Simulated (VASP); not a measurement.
Given:

```yaml
crystal:
  lattice:
    - [4.52450, 0.00000, 0.00000]
    - [0.00000, 4.52450, 0.00000]
    - [0.00000, 0.00000, 4.52450]
  atoms:
    - { symbol: Cs, position: [0.00000, 0.00000, 0.00000] }
    - { symbol: Ca, position: [0.50000, 0.50000, 0.50000] }
    - { symbol: F, position: [0.00000, 0.50000, 0.50000] }
    - { symbol: F, position: [0.50000, 0.00000, 0.50000] }
    - { symbol: F, position: [0.50000, 0.50000, 0.00000] }
```

Method: r2SCAN meta-GGA with spin-orbit coupling, VASP's PBE PAW potentials (set 64) (plane waves; VASP 6.6.1). Run with 520 eV cut-off, 5×5×5 Γ-centred mesh, Gaussian smearing of 0.050 eV, potentials Cs_sv Ca_sv F.

Give the energies of bands 29 to 42 at the high-symmetry points, in eV from the valence-band maximum.

```json
[
 {"band": "29", "Γ": "-0.41", "X": "-0.69", "M": "-0.71", "R": "-0.67"},
 {"band": "30", "Γ": "-0.41", "X": "-0.69", "M": "-0.71", "R": "-0.67"},
 {"band": "31", "Γ": "-0.41", "X": "-0.55", "M": "-0.71", "R": "-0.39"},
 {"band": "32", "Γ": "-0.41", "X": "-0.55", "M": "-0.71", "R": "-0.39"},
 {"band": "33", "Γ": "-0.39", "X": "-0.45", "M": "-0.51", "R": "-0.39"},
 {"band": "34", "Γ": "-0.39", "X": "-0.45", "M": "-0.51", "R": "-0.39"},
 {"band": "35", "Γ": "-0.14", "X": "-0.35", "M": "-0.23", "R": "-0.05"},
 {"band": "36", "Γ": "-0.14", "X": "-0.35", "M": "-0.23", "R": "-0.05"},
 {"band": "37", "Γ": "0.00", "X": "-0.29", "M": "-0.17", "R": "-0.02"},
 {"band": "38", "Γ": "0.00", "X": "-0.29", "M": "-0.17", "R": "-0.02"},
 {"band": "39", "Γ": "0.00", "X": "-0.25", "M": "-0.04", "R": "-0.02"},
 {"band": "40", "Γ": "0.00", "X": "-0.25", "M": "-0.04", "R": "-0.02"},
 {"band": "41", "Γ": "7.95", "X": "9.49", "M": "9.52", "R": "9.66"},
 {"band": "42", "Γ": "7.95", "X": "9.49", "M": "9.52", "R": "9.66"}
]
```

The gap is direct, 7.95 eV, from the valence maximum at Γ to the conduction minimum at Γ.

The structure comes from a computed database's CsCaF3 entry (Pm-3m); how it stands against other phases isn't given here. It was relaxed first.
